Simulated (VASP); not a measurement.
Energy against volume of Eu (bcc). The numbers are results of PBE GGA with D3 dispersion (Becke-Johnson damping), VASP's PBE PAW potentials (set 64) (plane waves; VASP 6.6.1), not measurements. Run with 520 eV cut-off, 12×12×12 Γ-centred mesh, first-order Methfessel-Paxton smearing of 0.10 eV, potentials Eu_2.

The 4f electrons are frozen in the core of the lanthanide potential, so 4f levels, which can set the real gap, and their magnetism are missing.

```
V (Å³/atom)  E (eV/atom)
-----------  -----------
37.976          -2.12962
39.188          -2.13605
40.400          -2.13879
41.612          -2.13805
```

Problem. Fit these four points and predict the energy of the run at 42.824 Å³/atom.

Solution. A cubic in V^(−2/3), the third-order Birch-Murnaghan form, passes through the four points with V0 = 40.74 Å³/atom and B0 = 15 GPa, and gives -2.1341 eV/atom there. The run gave -2.1343 eV/atom, -0.3 meV/atom from the fit; all five points give B0 = 15 GPa.

The compound is Eu in the bcc structure. It was relaxed first, which changed the volume by -15 %.
